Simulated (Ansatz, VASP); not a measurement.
# Se (Selenium): VASP beside Ansatz, part 2 of 2

Aim: how closely do two programs agree when they are given the same cell, functional and k mesh? The cell is taken from a series of runs on this material, whose earlier steps may have relaxed, scaled, displaced or heated it; both programs get it as it stands.

VASP 6.6.1 and Ansatz 0.2.0.

So far: Starting point; VASP: G0W0 gap, PBE.

## Step 3: Ansatz: G0W0 gap, PBE

Level of this step: Ansatz beside VASP: Kohn-Sham DFT, plane waves, PBE (Ansatz).

Ansatz runs on its PAW soft_1 files.

The same cell, functional and mesh now go to Ansatz, which takes its cutoff from its data sets.

Contents of input.yaml:

```yaml
crystal:
  lattice:
    - [4.0682621775, 0.0, 0.0]
    - [-2.0341310888, 3.523218395, 0.0]
    - [0.0, 0.0, 5.1274373202]
  atoms:
    - { symbol: Se, position: [0.2473091893, 0.0, 0.3333333333] }
    - { symbol: Se, position: [0.0, 0.2473091893, 0.6666666667] }
    - { symbol: Se, position: [0.7526908107, 0.7526908107, 0.0] }
kpoints:
  mp_grid: { grid: [6, 6, 4] }
hamiltonian:
  xc: pbe
  pseudopotentials: { kind: paw, azcp: { folder: soft_1 } }
scf:
  occupations: { method: fixed }
gw:
  n_empty_bands: 219
  ecut_chi: 120
  qp_bands: [v2, c2]
  qp_kpoints: band_edges
  screening: { model: contour_deformation }
```

On the command line:

```bash
> ansatz run input.yaml --threads 3 --pin off --max-ram 92160MiB --backend cuda --events-out ev --progress --plain --runs-dir out --devices 1 --max-vram 13GiB
```

Numbers of over 12 decimals in the logs are rounded to 6 here.

The program printed:

```text
GPUs: using 1 of 1 available (devices: 1).
Engine: ansatz 0.2.0, x86_64-unknown-linux-gnu
Pseudopotentials: kind: paw
Pseudopotential: Se, paw, valence charge 16, recommended cutoff 420 eV (normal), soft_1/Se.paw.azcp
Functional definition: PBE
  parameter kappa = 0.804
  parameter beta = 0.066725
  exchange = pbe_x(kappa = kappa, mu = beta*pi^2/3)
  correlation = pbe_c(beta = beta)
device memory: the entry about to start is reckoned to put 0.9 GiB on a device that reports 48.8 GiB free (of which the cap on the GPU budget leaves the run 13.0 GiB)
GPU FFT provider: cuFFT
GPU libraries: cuBLAS 13.8.2, cuFFT 12.4.0, cuSOLVER 12.3.4
Crystal: 3 atoms, lattice volume = 73.493 Å³
Basis set: ecut = 420 eV, 1421 PW (Γ)
Bands: 29, of which v1, the nominal top of the filled ones, is band 24 counted from 1 (23 counted from 0)
Symmetry: 6 space group operations
Space group: P3121 (ITA 152), of the structure as read, at distance tolerance 4.2e-5 Å
k-points: 24 of 144 (time reversal used)
Non-local potential: Se, projectors of the file, l = 0: 2, l = 1: 2, l = 2: 3, l = 3: 1
PAW form: soft (Blöchl's): semilocal exchange-correlation on the pseudo side does not see the compensation charge
PAW one-centre angular grid: Se, 590 points (default); XC on 64 Gauss nodes
Initial density: superposition of atomic densities (chi_scale 0.1, normalization cell)
Initial wavefunctions: pseudopotential atomic-orbital guess
GPU buffer pool allocated for 32400 grid points (all kernels)
GPU transforms: local potential and band sums: pruned to the plane-wave sphere, on 27×27×36
Functional: x = pbe(κ = 0.804, μ = 0.219515), c = pbe(β = 0.066725)
SCF iter   1: F=—  HF=-16407.230714 eV  |F-HF|=—  |Δ(HF+E_count)|=         —  Δρ=2.67e-2  dr2=3.11e-1  ethr=3.10e-3  ⟨swp⟩=4.9  Hψ=2489  notcnv=0  defer=49
preconditioner: auto → Resta (q_TF=auto, 2.541 Å⁻¹)  ε∞=4.1  [insulator: Δε(μ)=0.647 eV  Ē_g=10.409 eV  n_scr=22 (ndim 8)  ℏωp=18.4 eV  f_vac=0.021  ε∞_Penn≈4.1]
SCF iter   2: F=—  HF=-16407.188386 eV  |F-HF|=—  |Δ(HF+E_count)|=   4.23e-2  Δρ=1.49e-2  dr2=9.84e-2  ethr=6.48e-4  ⟨swp⟩=2.0  Hψ=940  notcnv=0  defer=67
SCF iter   3: F=—  HF=-16407.177276 eV  |F-HF|=—  |Δ(HF+E_count)|=   1.11e-2  Δρ=1.48e-3  dr2=1.21e-3  ethr=2.05e-4  ⟨swp⟩=2.3  Hψ=890  notcnv=0  defer=68
SCF iter   4: F=—  HF=-16407.178071 eV  |F-HF|=—  |Δ(HF+E_count)|=   7.95e-4  Δρ=4.29e-4  dr2=9.72e-5  ethr=2.52e-6  ⟨swp⟩=2.0  Hψ=1298  notcnv=0  defer=70
SCF iter   5: F=—  HF=-16407.178044 eV  |F-HF|=—  |Δ(HF+E_count)|=   2.67e-5  Δρ=1.67e-4  dr2=2.29e-5  ethr=2.03e-7  ⟨swp⟩=2.0  Hψ=1297  notcnv=0  defer=70
SCF iter   6: F=—  HF=-16407.178079 eV  |F-HF|=—  |Δ(HF+E_count)|=   3.49e-5  Δρ=4.35e-5  dr2=1.65e-6  ethr=4.77e-8  ⟨swp⟩=2.0  Hψ=888  notcnv=0  defer=70
SCF iter   7: F=-16407.178082 eV  HF=-16407.178082 eV  |F-HF|=9.10e-8  |Δ(HF+E_count)|=   3.27e-6  Δρ=9.75e-6  dr2=5.34e-8  ethr=2.08e-10  ⟨swp⟩=7.2  Hψ=3115  notcnv=0
SCF 1 converged in 7 iterations: F = -16407.178082 eV  dr2 = 5.34e-8
  greatest PAW one-centre occupation: 1.000 electrons in one spin orbital (limit 2), on the Se atom at site 2 (counted from 0), in its partial waves of l = 2
device memory: the entry about to start is reckoned to put 0.9 GiB (of the 1.0 GiB reckoned in all, the device holds 0.1 GiB already) on a device that reports 44.1 GiB free (of which the cap on the GPU budget leaves the run 12.9 GiB)
NSCF: frozen V_eff on 24 k-points, pencils in batches of 32, up to order 116
the band table was solved once the SCF had ended and its energy, with any forces and stress, was formed, with the checks that follow a solve (2815 applications of the Hamiltonian). They found nothing against the state; the energy, forces and stress were not computed again (output.eigenvalues in the input reference)
device memory: the entry about to start is reckoned to put 4.6 GiB on a device that reports 46.8 GiB free (of which the cap on the GPU budget leaves the run 13.0 GiB)
NSCF: frozen V_eff on 24 k-points
G₀W₀ screening: q 1/24
[... further progress lines ...]
SCF converged after 7 iterations
Free energy (F): -16407.178082 eV
Harris-Foulkes:  -16407.178082 eV  (|F-HF|=9.10e-8)
Internal energy: -16407.178082 eV  (E = F + TS)
E sigma→0 (E₀):  -16407.178082 eV
Fermi energy:    7.947235 eV
--- Per-component energies (eV) ---
  E_band       = -1181.408420
  E_kinetic    = 328.669294
  E_local      = -7874.860918  (includes V_loc(G=0)·N_el)
  E_nonlocal   = -1060.340991
  E_hartree    = 4130.592879
  E_xc         = -253.981599
  E_vxc        = -269.357982  (∫ρ·V_xc dr)
  E_paw        = -6391.185716  (= ΣΔE_a)
  E_vpaw       = -566.698569  (= ΣTr[D̂ρ^β])
  E_aug_tail   = -0.001142  (compensation charges beyond the density's cutoff)
  E_ewald      = -5286.069890
  E_smearing   = -0.000000  (= −TS)
  E_closure    = 0.000000  (closes the sum)
  Σ components = -16407.178082   (vs F -16407.178082, Δ=0.00e0)
--- Band table (eV; the first three rows and the last of 24) ---
  k-point 0: bands = [... 20 lower, 4.5121, 6.0935, 6.0935, 7.4309, 9.4295, 9.4295, 10.0128, 14.3873, ... 1 higher]
  k-point 1: bands = [... 20 lower, 4.9443, 6.1402, 6.3727, 7.1989, 9.0790, 9.1223, 9.4737, 14.1554, ... 1 higher]
  k-point 2: bands = [... 20 lower, 4.8605, 6.5859, 6.6145, 6.6145, 8.9019, 8.9192, 8.9192, 13.6714, ... 1 higher]
  k-point 23: bands = [... 20 lower, 2.5144, 6.8186, 7.9472, 7.9472, 8.4838, 10.1920, 10.1920, 15.1419, ... 1 higher]
--- G₀W₀: contour deformation, 8 samples at zero and on the imaginary axis and 1 off it, 144 q-points, 219 empty bands' worth ---
  eigenvalues of the whole cell's RPA ε∞ on this k-mesh (on a slab, of 1 + 4πα/V) = 25.5945, 31.0174, 31.0174; static W/v taken at q = 0 is 0.034485
  gw.qp_kpoints: band_edges: 12 of 24 stored k-points solved, in 1 pass; an edge of the gap read off the rows below is read off those points alone
    valence top: of the k-points left out ik 20 came nearest to being solved in a further pass, in band 24 (counted from 1, as in the quasiparticle table): it holds the edge there only if its correction is more favourable than any solved in that band by at least 0.557 eV; those differ by 0.074 eV
    conduction bottom: of the k-points left out ik 1 came nearest to being solved in a further pass, in band 25 (counted from 1, as in the quasiparticle table): it holds the edge there only if its correction is more favourable than any solved in that band by at least 0.524 eV; those differ by 0.092 eV
    ik  band        ε_KS         Σx   Σc(E_QP)       V_xc       Z   E_QP_lin       E_QP  E_QP is
     0    23      6.0935   -17.0454     2.4643   -14.2000  0.6803     5.6971     5.7124  root
     0    24      7.4309   -17.3150     1.9253   -15.0006  0.7114     7.0278     7.0417  root
     0    25      9.4295   -11.5683    -3.8546   -15.5412  0.7142     9.5484     9.5477  root
     0    26      9.4295   -11.5683    -3.8546   -15.5412  0.7142     9.5484     9.5477  root
     2    23      6.6145   -17.1242     2.1230   -14.6209  0.6980     6.2201     6.2341  root
     2    24      6.6145   -17.1242     2.1230   -14.6209  0.6980     6.2201     6.2341  root
     2    25      8.9019   -11.2077    -3.4721   -14.7340  0.7241     8.9562     8.9560  root
     2    26      8.9192   -10.4542    -3.6023   -14.1086  0.7362     8.9713     8.9711  root
     3    23      6.7431   -17.3566     1.8482   -15.1349  0.7066     6.3569     6.3696  root
     3    24      7.2487   -17.1713     1.8303   -14.9609  0.7112     6.8557     6.8688  root
     3    25      9.2957   -11.2763    -3.6823   -15.0503  0.7240     9.3878     9.3874  root
     3    26      9.4275   -11.4802    -3.7431   -15.3229  0.7188     9.5276     9.5271  root
     4    23      6.7640   -17.2179     1.9509   -14.8900  0.7041     6.3738     6.3870  root
     4    24      7.0838   -17.1063     1.6096   -15.1484  0.7122     6.7258     6.7356  root
     4    25      9.1334   -11.5209    -3.4020   -14.9666  0.7249     9.1771     9.1770  root
     4    26      9.2731   -10.9253    -3.7100   -14.7161  0.7268     9.3542     9.3539  root
     7    23      6.5628   -17.0576     1.7989   -14.8885  0.7057     6.1800     6.1927  root
     7    24      7.0485   -17.3378     1.8189   -15.1462  0.7099     6.6635     6.6759  root
     7    25      9.4430   -11.1502    -3.6774   -14.9000  0.7238     9.5155     9.5153  root
     7    26      9.6636   -10.9424    -3.8308   -14.8602  0.7208     9.7510     9.7507  root
     8    23      6.3582   -16.7961     1.8592   -14.5959  0.6969     6.0070     6.0173  root
     8    24      7.4859   -16.8750     1.2096   -15.3296  0.7216     7.1419     7.1502  root
     8    25      9.2170   -11.6551    -3.3175   -14.9991  0.7269     9.2435     9.2434  root
     8    26      9.9678   -11.1962    -3.9286   -15.2177  0.7133    10.0610    10.0606  root
[...]
19    23      6.6946   -16.7238     1.5445   -14.8500  0.7071     6.3569     6.3653  root
    19    24      7.6691   -16.9349     1.0579   -15.5620  0.7235     7.3472     7.3540  root
    19    25      9.2599   -12.3232    -3.2954   -15.6658  0.7209     9.3071     9.3070  root
    19    26     10.3157   -11.4280    -3.9694   -15.4977  0.7027    10.4165    10.4160  root
    23    23      7.9472   -17.3511     1.1109   -15.9042  0.7251     7.6033     7.6113  root
    23    24      7.9472   -17.3511     1.1109   -15.9042  0.7251     7.6033     7.6113  root
    23    25      8.4838   -11.8490    -3.2684   -15.2146  0.7324     8.5814     8.5810  root
    23    26     10.1920   -11.2560    -3.9714   -15.3411  0.7067    10.3064    10.3056  root
```

Reading the cycles: dr2 is the Hartree energy of the density residual (eV), the measure of convergence; HF is the Harris–Foulkes estimate of the energy, which meets the free energy F at convergence.

## Step 4: Differences

Known differences besides the potentials themselves: fixed occupations in Ansatz, narrow Gaussian smearing in VASP; the data sets hold 48 valence electrons in Ansatz (on its PAW soft_1 files) and 18 in VASP; the cutoff is 420 eV in Ansatz and 300 eV in VASP; VASP leaves aspherical gradient terms in its spheres out (LASPH is not set), Ansatz keeps them; Ansatz integrates over frequency by contour deformation, VASP on a grid of NOMEGA points; Ansatz's G0W0 levels solve the quasiparticle equation, VASP's are linearised. Total energies have different zeros and are not compared.

Compared:

```tsv
quantity	Ansatz	VASP	difference
G0W0 gap on the mesh (eV)	0.97	0.97	0.00
Kohn-Sham gap under it (eV)	0.54	0.51	+0.03
```

## Step 5: What came out

* difference in G0W0 gap on the mesh (G0W0 gap, PBE): 1.9e-4 eV

In words: The difference in G0W0 gap on the mesh is 1.9e-4 eV (G0W0 gap, PBE). The data sets hold unlike numbers of valence electrons (48 in Ansatz and 18 in VASP), so part of the differences comes from the potentials. Such differences can come from data sets, numerical settings and the points named under the comparisons, not from the functional's error against experiment.

[Lines on the potential files, build, host, timing and source positions are cut from VASP's logs without a mark.]

[Logs are printed without paths, hosts, clocks, repeated set-up lines and the standing remarks that a program may print on its own settings, such as how far it seeks lower states.]

[Hosts, paths, dates, database ids (printed as entryN), source tags and the programs' standing remarks are cut or masked in the printed files.]
